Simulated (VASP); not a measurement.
Data:

```yaml
crystal:
  lattice:
    - [0.00000, 2.10500, 2.10500]
    - [2.10500, 0.00000, 2.10500]
    - [2.10500, 2.10500, 0.00000]
  atoms:
    - { symbol: Mg, position: [0.03563, 0.03563, 0.96437] }
    - { symbol: O, position: [0.50000, 0.50000, 0.50000] }
```

Computed with PBEsol GGA, VASP's PBE PAW potentials (set 64) (plane waves; VASP). Settings: 600 eV cut-off, 10×10×10 Γ-centred mesh, Gaussian smearing of 0.050 eV, potentials Mg O.

**Question.** Give the force on each atom (eV/Å).

**Answer.** 
```csv
atom,Fx,Fy,Fz
Mg1,0.000,0.000,-0.955
O2,0.000,0.000,0.955
```

**Question.** Give the stress tensor in GPa (positive for a compressed cell).

**Answer.** 
```
-0.76   0.00   0.00
 0.00  -0.76   0.00
 0.00   0.00   7.61
```
The pressure is its mean diagonal, 2.03 GPa.

The compound is MgO in the rock salt structure. This cell was strained or had an atom moved on purpose.
